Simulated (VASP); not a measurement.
Here is the system:

```
PtS
1.0
    0.00000     2.78283     2.78283
    2.78283     0.00000     2.78283
    2.78283     2.78283     0.00000
Pt S
1 1
Cartesian
  0.00000   0.00000   0.00000
  1.39141   1.39141   1.39141
```

Method: PBE GGA, VASP's PBE PAW potentials (set 64) (plane waves; VASP). Run with 400 eV cut-off, 10×10×10 Γ-centred mesh, first-order Methfessel-Paxton smearing of 0.10 eV, potentials Pt S.

Energy and stress use the plane-wave basis of the starting cell.

Q: The ions, cell shape and volume are relaxed. Give the cell that the relaxation ends in.

A: 
```
PtS
1.0
    0.00000     2.70738     2.70738
    2.70738     0.00000     2.70738
    2.70738     2.70738     0.00000
Pt S
1 1
Direct
  0.00000   0.00000   0.00000
  0.25000   0.25000   0.25000
```
Space group F-43m (216), at a tolerance of 0.03 Å.

Q: How do energy and volume change from the first to the last step?

A: The energy (σ→0) changes by -45.2 meV/atom and the volume by -7.9 %, in 5 ionic steps.

The structure was generated: PtS was put into the zinc blende type (F-43m), which need not be its known phase. This run relaxes it. Symmetry was kept, so distortions that lower it aren't found.
